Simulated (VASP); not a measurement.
# Al15VN16 (a cell with a defect) in VASP: notebook

One crystal, Al15VN16 (a cell with a defect), is run at these levels: PBEsol+U; tasks: relaxation of the atoms, single point.

All numbers are computed with VASP 6.6.1; they aren't measurements. Logs are shortened: lines on timing, memory, paths and dates and some standing lists are left out, and cuts for length are marked.

### Step 1. Starting point

The cell holds a defect, 32 atoms: a = 6.220 Å, b = 6.220 Å, c = 9.960 Å, α = 90.00°, β = 90.00°, γ = 120.00°.

### Step 2. Relaxation of the atoms, PBEsol+U, collinear spin, zero start (atoms moved at random, drawn with an rms of 0.05 Å)

Contents of INCAR:

```
PREC = Accurate
ENCUT = 450
EDIFF = 1E-5
ISMEAR = 0
SIGMA = 0.03
LREAL = Auto
LASPH = T
NELM = 120
ALGO = Normal
ISIF = 2
LWAVE = F
LCHARG = F
ISPIN = 2
MAGMOM = 0 0 0 0 0 0 0 0 0 0 0 0 0 0 0 0 0 0 0 0 0 0 0 0 0 0 0 0 0 0 0 0
LORBIT = 11
NUPDOWN = 0
LMAXMIX = 4
LDAU = T
LDAUTYPE = 2
LDAUL = 2 -1 -1
LDAUU = 3 0 0
LDAUJ = 0 0 0
LDAUPRINT = 1
GGA = PS
IBRION = 2
NSW = 60
EDIFFG = -0.03
ISYM = 0
KPAR = 4
```

Contents of KPOINTS:

```
regular mesh
0
Gamma
  3 3 2
```

Contents of POSCAR:

```
Al15VN16
1.0
    6.2200008610      0.0000000000      0.0000000000
   -3.1100004305      5.3866787572      0.0000000000
    0.0000000000      0.0000000000      9.9600000000
V Al N
1 15 16
Direct
    0.3286460000      0.1627030000      0.0003650000
    0.3323690000      0.1696350000      0.4996540000
    0.3305860000      0.6640200000      0.0005480000
    0.3343090000      0.6573390000      0.5003400000
    0.8350850000      0.1675260000     -0.0027650000
    0.8270870000      0.1667450000      0.4972140000
    0.8401370000      0.6682960000      0.0029010000
    0.8356000000      0.6657600000      0.4991850000
    0.1655000000      0.3338920000      0.2528540000
    0.1671640000      0.3334290000      0.7504910000
    0.1704170000      0.8346710000      0.2505700000
    0.1678100000      0.8314130000      0.7526640000
    0.6666970000      0.3402250000      0.2503710000
    0.6590630000      0.3314930000      0.7493480000
    0.6685170000      0.8339470000      0.2488170000
    0.6611500000      0.8318440000      0.7514650000
    0.3337110000      0.1731680000      0.1935480000
    0.3285350000      0.1694270000      0.6907720000
    0.3348030000      0.6638740000      0.1832760000
    0.3306730000      0.6641860000      0.6919330000
    0.8323560000      0.1590920000      0.1921510000
    0.8313590000      0.1619730000      0.6891260000
    0.8299100000      0.6683500000      0.1960040000
    0.8316620000      0.6639410000      0.6920840000
    0.1632120000      0.3344490000      0.4455770000
    0.1730540000      0.3295110000      0.9483450000
    0.1686680000      0.8373540000      0.4422330000
    0.1651250000      0.8244860000      0.9460350000
    0.6688960000      0.3279110000      0.4391560000
    0.6758880000      0.3382980000      0.9363160000
    0.6684640000      0.8300790000      0.4450340000
    0.6731240000      0.8307020000      0.9355070000
```

Potentials or basis: VASP PAW PBE potentials, release 64 (V_sv, Al, N).

Run with:

```console
$ cat potpaw_PBE.64/V_sv/POTCAR potpaw_PBE.64/Al/POTCAR potpaw_PBE.64/N/POTCAR > POTCAR
$ mpirun -np 4 vasp_std > vasp.out
```

OUTCAR:

```text
PREC = Accurate
   ENCUT = 450
   EDIFF = 1E-5
   ISMEAR = 0
   LREAL = Auto
   LASPH = T
   NELM = 120
   ISIF = 2
   ISPIN = 2
   LORBIT = 11
   NUPDOWN = 0
   GGA = PS
   IBRION = 2
   NSW = 60
   EDIFFG = -0.03
   ISYM = 0

 ion  position               nearest neighbor table
   1  0.329  0.163  0.000-  26 1.81  28 1.90  17 1.92  30 1.98  12 3.05  11 3.06   7 3.06  10 3.07
                            14 3.07   5 3.09  13 3.09   9 3.09   3 3.11   3 3.11   5 3.14
   2  0.332  0.170  0.500-  25 1.88  27 1.88  18 1.90  29 1.91   4 3.03   9 3.04  14 3.05  10 3.06
                            13 3.07  11 3.07   6 3.09   8 3.11  12 3.11   8 3.11   6 3.13   4 3.19
   3  0.331  0.664  0.001-  19 1.82  28 1.84  26 1.88  32 1.96  12 3.04  16 3.05  10 3.06  11 3.06
                             7 3.06  15 3.07   9 3.08   5 3.09   1 3.11   1 3.11   5 3.14   7 3.16
   4  0.334  0.657  0.500-  25 1.82  31 1.88  20 1.91  27 1.95   9 3.02   2 3.03  10 3.04  16 3.06
                            15 3.09   8 3.09  11 3.09   6 3.10  12 3.11   6 3.12   8 3.13   2 3.19
   5  0.835  0.168  0.997-  30 1.88  26 1.89  32 1.92  21 1.94  10 3.04  16 3.04  14 3.07  15 3.08
                             1 3.09   3 3.09   7 3.10   9 3.11  13 3.12   7 3.12   3 3.14   1 3.14
   6  0.827  0.167  0.497-  29 1.81  25 1.88  31 1.89  22 1.91   9 3.04  13 3.05  15 3.06   8 3.08
                            14 3.09   2 3.09   4 3.10  16 3.11  10 3.12   4 3.12   2 3.13   8 3.14
   7  0.840  0.668  0.003-  28 1.84  32 1.90  30 1.90  23 1.92  13 3.03  11 3.04  15 3.05  12 3.05
                             1 3.06   3 3.06   5 3.10  14 3.11  16 3.11   5 3.12   3 3.16
   8  0.836  0.666  0.499-  31 1.87  27 1.88  29 1.92  24 1.92  13 3.04  11 3.06  14 3.07   6 3.08
                            15 3.08   4 3.09  12 3.09   2 3.11  16 3.11   2 3.11   4 3.13   6 3.14
   9  0.166  0.334  0.253-  17 1.87  21 1.89  19 1.91  25 1.92   4 3.02   2 3.04   6 3.04   3 3.08
                             1 3.09  13 3.10  11 3.10  15 3.10   5 3.11  15 3.12  11 3.12  13 3.12
  10  0.167  0.333  0.750-  18 1.85  20 1.87  22 1.91  26 1.97   5 3.04   4 3.04   3 3.06   2 3.06
                             1 3.07  14 3.07  16 3.09  12 3.10   6 3.12  12 3.12  16 3.13  14 3.15
  11  0.170  0.835  0.251-  27 1.91  17 1.91  23 1.91  19 1.93   7 3.04   1 3.06   3 3.06   8 3.06
                             2 3.07   4 3.09   9 3.10  15 3.10  13 3.10  13 3.12  15 3.12   9 3.12
  12  0.168  0.831  0.753-  20 1.88  24 1.91  18 1.92  28 1.93   3 3.04   1 3.05   7 3.05  16 3.07
                            14 3.08   8 3.09  10 3.10   2 3.11   4 3.11  10 3.12  14 3.14  16 3.15
  13  0.667  0.340  0.250-  23 1.85  17 1.88  29 1.88  21 1.96   7 3.03   8 3.04   6 3.05  15 3.07
                             2 3.07   1 3.09   9 3.10  11 3.10  11 3.12   5 3.12   9 3.12  15 3.15
  14  0.659  0.331  0.749-  30 1.86  18 1.87  24 1.88  22 1.94   2 3.05  10 3.07   1 3.07   5 3.07
                             8 3.07  12 3.08   6 3.09  16 3.11   7 3.11  16 3.11  12 3.14  10 3.15
  15  0.669  0.834  0.249-  23 1.84  21 1.84  19 1.91  31 1.95   7 3.05   6 3.06  13 3.07   3 3.07
                             8 3.08   5 3.08   4 3.09  11 3.10   9 3.10  11 3.12   9 3.12  13 3.15
  16  0.661  0.832  0.751-  32 1.83  20 1.88  22 1.88  24 1.92   5 3.04   3 3.05   4 3.06  12 3.07
                            10 3.09  14 3.11   6 3.11   7 3.11   8 3.11  14 3.11  10 3.13  12 3.15
  17  0.334  0.173  0.194-   9 1.87  13 1.88  11 1.91   1 1.92
  18  0.329  0.169  0.691-  10 1.85  14 1.87   2 1.90  12 1.92
  19  0.335  0.664  0.183-   3 1.82   9 1.91  15 1.91  11 1.93
  20  0.331  0.664  0.692-  10 1.87  16 1.88  12 1.88   4 1.91
  21  0.832  0.159  0.192-  15 1.84   9 1.89   5 1.94  13 1.96
  22  0.831  0.162  0.689-  16 1.88  10 1.91   6 1.91  14 1.94
[... 8 lines left out ...]
  31  0.668  0.830  0.445-   8 1.87   4 1.88   6 1.89  15 1.95
  32  0.673  0.831  0.936-  16 1.83   7 1.90   5 1.92   3 1.96

IMPORTANT INFORMATION: All symmetrisations will be switched off!
NOSYMM: (Re-)initialisation of all symmetry stuff for point group C_1.

----------------------------------------------------------------------------------------

                                     Primitive cell

  volume of cell :     333.7113

  direct lattice vectors                    reciprocal lattice vectors
     6.220000861  0.000000000  0.000000000     0.160771682  0.092821574  0.000000000
    -3.110000430  5.386678757  0.000000000     0.000000000  0.185643148  0.000000000
     0.000000000  0.000000000  9.960000000     0.000000000  0.000000000  0.100401606

  length of vectors
     6.220000861  6.220000861  9.960000000     0.185643148  0.185643148  0.100401606

  position of ions in fractional coordinates (direct lattice)
     0.328646000  0.162703000  0.000365000
     0.332369000  0.169635000  0.499654000
     0.330586000  0.664020000  0.000548000
     0.334309000  0.657339000  0.500340000
     0.835085000  0.167526000  0.997235000
     0.827087000  0.166745000  0.497214000
[... 182 lines left out ...]
  -------------------------------------------------------------------------------------
  Total        7.1117810      8.5560062      4.1227805     -2.6322770     -0.3915944      0.9691327
  in kB       34.1442907     41.0781442     19.7938345    -12.6377953     -1.8800794      4.6528921
  external PRESSURE =      31.6720898 kB  Pullay stress =       0.0000000 kB
[... 181 lines left out ...]
  FREE ENERGIE OF THE ION-ELECTRON SYSTEM (eV)
  ---------------------------------------------------
  free  energy   TOTEN  =      -250.7780365416 eV

  energy  without entropy=     -250.7780365416  energy(sigma->0) =     -250.77803654

[... ionic steps 4 to 11 ...]

--------------------------------------- Ionic step       12  -------------------------------------------

 number of electron     137.9999989 magnetization       0.0000000

------------------------ aborting loop because EDIFF is reached ----------------------------------------
[... 121 lines left out ...]
  FREE ENERGIE OF THE ION-ELECTRON SYSTEM (eV)
  ---------------------------------------------------
  free  energy   TOTEN  =      -250.8739993744 eV

  energy  without entropy=     -250.8739993744  energy(sigma->0) =     -250.87399937

atom =   1  type =  1  l = 2

 onsite density matrix

spin component  1

  0.2375  0.1645  0.0022  0.0492  0.0931
  0.1645  0.5249  0.0013  0.2932  0.1766
  0.0022  0.0013  0.1988 -0.0010 -0.0006
  0.0492  0.2932 -0.0010  0.2975  0.1645
  0.0931  0.1766 -0.0006  0.1645  0.3098

spin component  2

  0.3061 -0.1638 -0.0022  0.1732 -0.0920
 -0.1638  0.3017 -0.0005 -0.2955  0.0507
 -0.0022 -0.0005  0.1988  0.0013  0.0005
  0.1732 -0.2955  0.0013  0.5239 -0.1644
 -0.0920  0.0507  0.0005 -0.1644  0.2382

 occupancies and eigenvectors

  o =  0.0610  v = -0.4046  0.4925 -0.0021 -0.7191  0.2770  0.0000  0.0000  0.0000  0.0000  0.0000      0.0000  0.0000  0.0000  0.0000  0.0000  0.0000  0.0000  0.0000  0.0000  0.0000
  o =  0.0616  v =  0.0000  0.0000  0.0000  0.0000  0.0000 -0.2799 -0.7167 -0.0009 -0.4962 -0.4023      0.0000  0.0000  0.0000  0.0000  0.0000  0.0000  0.0000  0.0000  0.0000  0.0000
  o =  0.1982  v =  0.1802  0.0501 -0.9732 -0.0988 -0.0896  0.0000  0.0000  0.0000  0.0000  0.0000      0.0000  0.0000  0.0000  0.0000  0.0000  0.0000  0.0000  0.0000  0.0000  0.0000
  o =  0.1983  v =  0.0000  0.0000  0.0000  0.0000  0.0000  0.1728  0.0217  0.9790 -0.0970 -0.0414      0.0000  0.0000  0.0000  0.0000  0.0000  0.0000  0.0000  0.0000  0.0000  0.0000
  o =  0.2097  v =  0.0000  0.0000  0.0000  0.0000  0.0000  0.4591 -0.4159 -0.0661 -0.2571  0.7388      0.0000  0.0000  0.0000  0.0000  0.0000  0.0000  0.0000  0.0000  0.0000  0.0000
  o =  0.2102  v =  0.7018  0.2683  0.2278 -0.3954 -0.4767  0.0000  0.0000  0.0000  0.0000  0.0000      0.0000  0.0000  0.0000  0.0000  0.0000  0.0000  0.0000  0.0000  0.0000  0.0000
  o =  0.2109  v =  0.4845 -0.4070  0.0297 -0.2724  0.7243  0.0000  0.0000  0.0000  0.0000  0.0000      0.0000  0.0000  0.0000  0.0000  0.0000  0.0000  0.0000  0.0000  0.0000  0.0000
  o =  0.2115  v =  0.0000  0.0000  0.0000  0.0000  0.0000  0.7229  0.2555 -0.1926 -0.4016 -0.4623      0.0000  0.0000  0.0000  0.0000  0.0000  0.0000  0.0000  0.0000  0.0000  0.0000
  o =  0.8878  v =  0.0000  0.0000  0.0000  0.0000  0.0000 -0.3981  0.4977 -0.0003 -0.7190  0.2773      0.0000  0.0000  0.0000  0.0000  0.0000  0.0000  0.0000  0.0000  0.0000  0.0000
  o =  0.8883  v = -0.2768 -0.7192 -0.0011 -0.4926 -0.4042  0.0000  0.0000  0.0000  0.0000  0.0000      0.0000  0.0000  0.0000  0.0000  0.0000  0.0000  0.0000  0.0000  0.0000  0.0000

--------------------------------------- Ionic step       14  -------------------------------------------

 number of electron     137.9999988 magnetization       0.0000000

 Free energy of the ion-electron system (eV)
  ---------------------------------------------------
  ext. energy  EPLUGINS =         0.00000000
  ---------------------------------------------------
  free energy    TOTEN  =      -250.87448224 eV

  energy without entropy =     -250.87448224  energy(sigma->0) =     -250.87448224

 E-fermi :   8.2822     XC(G=0): -11.1941

 val. band max:        8.0740417362   @ k =  -0.3333   0.3333   0.5000
 cond. band min:      10.1037846063   @ k =  -0.3333   0.3333   0.5000
 fundamental gap:      2.0297428700
 Fermi energy:         8.2822090745

 spin component 1

 k-point     1 :       0.0000    0.0000    0.0000
  band No.  band energies     occupation
      1     -55.7297      1.00000
      2     -30.1547      1.00000
      3     -29.8858      1.00000
      4     -29.2485      1.00000
      5      -9.0206      1.00000
      6      -8.1541      1.00000
[... 829 lines left out ...]
     80      12.8266      0.00000
     81      12.9946      0.00000
 Fermi energy:         8.2822090745

 spin component 2

 k-point     1 :       0.0000    0.0000    0.0000
  band No.  band energies     occupation
      1     -55.7338      1.00000
      2     -30.2856      1.00000
      3     -29.5836      1.00000
      4     -29.4326      1.00000
      5      -9.0205      1.00000
      6      -8.1540      1.00000
[... 829 lines left out ...]
     80      12.8276      0.00000
     81      12.9932      0.00000
 [bands above 81 left out]

------------------------ aborting loop because EDIFF is reached ----------------------------------------

  FORCE on cell =-STRESS in cart. coord.  units (eV):
  Direction    XX          YY          ZZ          XY          YZ          ZX
  --------------------------------------------------------------------------------------
  -------------------------------------------------------------------------------------
  Total        5.5334415      5.6207087      2.6214666      0.0294989     -0.0462080      0.0520971
  in kB       26.5665430     26.9855208     12.5858936      0.1416269     -0.2218486      0.2501226
  external PRESSURE =      22.0459858 kB  Pullay stress =       0.0000000 kB
[... 47 lines left out ...]
  FREE ENERGIE OF THE ION-ELECTRON SYSTEM (eV)
  ---------------------------------------------------
  free  energy   TOTEN  =      -250.8744822377 eV

  energy  without entropy=     -250.8744822377  energy(sigma->0) =     -250.87448224

 reached required accuracy - stopping structural energy minimisation

 total charge

# of ion       s       p       d       tot
------------------------------------------
    1        2.300   6.254   3.104  11.658
    2        0.368   0.440   0.000   0.808
    3        0.371   0.451   0.000   0.823
    4        0.370   0.447   0.000   0.818
    5        0.371   0.452   0.000   0.823
    6        0.370   0.447   0.000   0.818
[... 24 lines left out ...]
   31        1.223   2.619   0.000   3.842
   32        1.223   2.609   0.000   3.832
--------------------------------------------------
tot         27.458  54.761   3.104  85.324

 magnetization (x)

# of ion       s       p       d       tot
------------------------------------------
    1       -0.000  -0.000  -0.000  -0.000
    2       -0.000  -0.000   0.000  -0.000
    3        0.002   0.002   0.000   0.004
    4       -0.000  -0.000   0.000  -0.000
    5        0.001   0.001   0.000   0.002
    6       -0.000  -0.000   0.000  -0.000
[... 24 lines left out ...]
   31        0.000   0.000   0.000   0.000
   32       -0.000  -0.000   0.000  -0.000
--------------------------------------------------
tot         -0.000   0.001  -0.000   0.000
```

It took 29 min on 4 MPI ranks of Intel Xeon Platinum 8488C (Sapphire Rapids), shared host; peak memory 0.78 GiB.

Results:

```yaml
Free_energy: -250.8745 eV
Energy_gained_by_relaxing: 28.7 meV/atom
Ionic_steps: 14
Largest_force_after_relaxing: 0.025 eV/Å
Net_moment: 0.00 μB per cell
Valence_electrons_inside_the_program's_atomic_spheres: V 11.66; Al 0.81, 0.82; N 3.82, 3.83, 3.84, 3.85
```

Forces on the atoms (eV/Å):
```
V   -0.008 -0.002 -0.010
Al   0.002  0.006  0.005
Al   0.003  0.003 -0.002
Al   0.001  0.000  0.019
Al   0.005  0.001 -0.011
Al   0.011 -0.004 -0.001
Al  -0.022  0.010 -0.003
Al   0.010 -0.005 -0.010
Al   0.000 -0.007 -0.018
Al   0.003  0.009  0.003
Al  -0.002 -0.006 -0.010
Al   0.000  0.002  0.014
Al   0.010 -0.005 -0.004
Al   0.007  0.001  0.008
Al  -0.004 -0.007 -0.005
Al   0.004  0.002  0.002
N    0.007 -0.006 -0.004
N    0.013  0.000  0.005
N    0.004  0.001  0.013
N    0.007  0.016  0.003
N   -0.007 -0.008  0.013
N   -0.005  0.002 -0.009
N   -0.006 -0.006  0.003
N   -0.002 -0.001 -0.013
N    0.007 -0.001 -0.010
N   -0.014  0.012 -0.001
N    0.016  0.004  0.002
N   -0.010 -0.004  0.015
N   -0.003 -0.007 -0.001
N   -0.009  0.002  0.007
N   -0.002 -0.002  0.009
N   -0.017  0.000 -0.010
```

The path:
| step | energy change (eV) | largest force (eV/Å) | pressure (GPa) |
| --- | --- | --- | --- |
| 1 | 0.0000 | 3.6340 | 3.17 |
| 2 | -0.6560 | 1.5829 | 2.39 |
| 3 | -0.8235 | 0.7467 | 2.28 |
| 4 | -0.8840 | 0.3517 | 2.21 |
| 5 | -0.8847 | 0.3212 | 2.21 |
| 6 | -0.9044 | 0.1689 | 2.21 |
| 7 | -0.9054 | 0.2068 | 2.22 |
| 8 | -0.9140 | 0.0908 | 2.21 |
| 9 | -0.9144 | 0.1076 | 2.20 |
| 10 | -0.9181 | 0.0604 | 2.20 |
| 11 | -0.9182 | 0.0719 | 2.21 |
| 12 | -0.9194 | 0.0352 | 2.21 |
| 13 | -0.9195 | 0.0391 | 2.21 |
| 14 | -0.9199 | 0.0245 | 2.20 |

Final structure:
```
V Al N
1.0
     6.22000    0.00000    0.00000
    -3.11000    5.38668    0.00000
     0.00000    0.00000    9.96000
V Al N
1 15 16
Direct
  0.33390 0.16572 0.99615
  0.33296 0.16568 0.50060
  0.33311 0.66527 0.00148
  0.33376 0.66614 0.50019
  0.83391 0.16620 0.00155
  0.83250 0.16505 0.50039
  0.83422 0.66547 0.00152
  0.83249 0.66628 0.50046
  0.16675 0.33287 0.25212
  0.16485 0.33328 0.74856
  0.16675 0.83228 0.25205
  0.16505 0.82935 0.74849
  0.66726 0.33297 0.25204
  0.66902 0.33354 0.74856
  0.66700 0.83281 0.25046
  0.66618 0.83205 0.75085
  0.33361 0.16594 0.19854
  0.33292 0.16539 0.69325
  0.33322 0.66574 0.19205
  0.33436 0.66596 0.69026
  0.83389 0.16652 0.19206
  0.83211 0.16385 0.69043
  0.83389 0.66591 0.19208
  0.83223 0.66631 0.69047
  0.16598 0.33268 0.44292
  0.16053 0.33861 0.93823
  0.16585 0.83177 0.44285
  0.16063 0.81934 0.93824
  0.66699 0.33291 0.44289
  0.68020 0.33902 0.93828
  0.66638 0.83256 0.44072
  0.66709 0.83227 0.94238
```

Eigenvalues of the final occupation matrices:
```
    site  spin  trace               eigenvalues
site 1 d     1   1.57  0.06 0.20 0.21 0.21 0.89
site 1 d     2   1.57  0.06 0.20 0.21 0.21 0.89
```

Caveat: the k mesh is coarse (spacing up to 0.39 Å⁻¹), so the values aren't converged; the cutoff is under 1.25 times the usual one of these potentials, so pressure, stress and relaxed cells hold a basis-set (Pulay) error; the PAW data sets were made with another functional, which shifts forces and pressure a little; the total moment is fixed, so each spin has its own Fermi level.

(Continued in part 2 of 2.)
